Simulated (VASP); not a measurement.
```
CsBr
1.0
    4.30550     0.00000     0.00000
    0.00000     4.30550     0.00000
    0.00000     0.00000     4.30550
Cs Br
1 1
Cartesian
  0.00000   0.00000   0.00000
  2.15275   2.15275   2.15275
```

The numbers are results of PBE GGA with D3 dispersion (Becke-Johnson damping), VASP's PBE PAW potentials (set 64) (plane waves; VASP), not measurements. Numerical set-up: 520 eV cut-off, 7×7×7 Γ-centred mesh, tetrahedra with Blöchl corrections, potentials Cs_sv Br.

Unless said otherwise, spin-orbit coupling is left out, though it shifts the bands of the heavy elements here.

### Question
Estimate the energy per atom (σ→0), band gap (on the k-mesh) with the smallest direct gap where there is one.

### Answer

The band gap (on the k-mesh) is 4.47 eV. The smallest direct gap (on the k-mesh) is 4.47 eV and the energy per atom (σ→0) is -3224 meV/atom.

The compound is CsBr in the CsCl type structure. It was relaxed first.
